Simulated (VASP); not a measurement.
Here is the system:

```
CELL_PARAMETERS angstrom
      0.00000     3.77910     3.77910
      3.77910     0.00000     3.77910
      3.77910     3.77910     0.00000
ATOMIC_POSITIONS crystal
  K  0.25000 0.25000 0.25000
  K  0.75000 0.75000 0.75000
  S  0.00000 0.00000 0.00000
```

Computed with PBE GGA with spin-orbit coupling, VASP's PBE PAW potentials (set 64) (plane waves; VASP). Settings: 400 eV cut-off, 5×5×5 Γ-centred mesh, Gaussian smearing of 0.050 eV, potentials K_sv S.

Question: Predict the energy per atom (σ→0).

Answer: 
```yaml
energy per atom (σ→0): -3.141 eV/atom
```

Total energies compare only between runs with the same potentials, cut-off and functional.

The compound is K2S in the antifluorite structure. The cell was not relaxed at this level. The run is one of a series of settings (GGA_COMPAT = .FALSE., LSORBIT = .TRUE., MAGMOM = 0 0 0 0 0 0 0 0 0, program vasp_ncl against the base run), some of them coarse on purpose.
